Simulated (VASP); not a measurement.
A convergence study with VASP on Dy (space group no. 194 when undisturbed): a few settings are varied, all else stays as given below, so the limit is that of these other settings. One atom is moved off its site, so that forces are finite.

```
CELL_PARAMETERS angstrom
      1.80398    -3.12458     0.00000
      1.80398     3.12458     0.00000
      0.00000     0.00000     5.67825
ATOMIC_POSITIONS crystal
  Dy 0.33333 0.66667 0.25881
  Dy 0.66667 0.33333 0.75000
```
Starting moments (μB, in the order of the record's atoms Dy Dy): 5.0 5.0.

All values below come from PBE GGA, VASP's PBE PAW potentials (set 64) (plane waves; VASP). The last row used: 300 eV cut-off, 18×18×10 Γ-centred mesh, Gaussian smearing of 0.010 eV, potentials Dy.

```csv
setting,E (eV/atom),pressure (GPa),largest force (eV/Å),moment (μB),irreducible k-points
SIGMA = 1.0,-7.9929,2.31,0.180,9.633,330
SIGMA = 0.5,-7.8230,1.35,0.188,9.706,330
SIGMA = 0.3,-7.8140,0.99,0.197,9.659,330
SIGMA = 0.2,-7.8085,0.83,0.203,9.647,330
SIGMA = 0.1,-7.8044,0.63,0.206,9.655,330
SIGMA = 0.05,-7.8035,0.47,0.207,9.643,330
SIGMA = 0.02,-7.8035,0.63,0.207,9.635,330
SIGMA = 0.01,-7.8035,0.64,0.207,9.640,330
```

Left out are rungs that failed or repeat a setting and relaxations that didn't move; long series are thinned to 24 rows.

The structure is a typed Dy crystal (space group no. 194). The cell was not relaxed at this level, it is distorted from the ideal structure. The spin order is the one that the start imposed; others were not tried in this run.
